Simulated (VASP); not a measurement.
Data:

```
K2S
1.0
    0.00000     3.68512     3.68512
    3.68512     0.00000     3.68512
    3.68512     3.68512     0.00000
K S
2 1
Cartesian
  1.84256   1.84256   1.84256
  5.52768   5.52768   5.52768
  0.00000   0.00000   0.00000
```

The numbers are results of rev-vdW-DF2, VASP's PBE PAW potentials (set 64) (plane waves; VASP), not measurements. Numerical set-up: 520 eV cut-off, 5×5×5 Γ-centred mesh, Gaussian smearing of 0.050 eV, potentials K_sv S.

### Question
Predict the energy per atom (σ→0).

### Answer

| Property | Result |
|---|---|
| energy per atom (σ→0) | -1.437 eV/atom |

The absolute energy has meaning only against runs of the same code, potentials and settings.

The compound is K2S in the antifluorite structure. It was relaxed first.
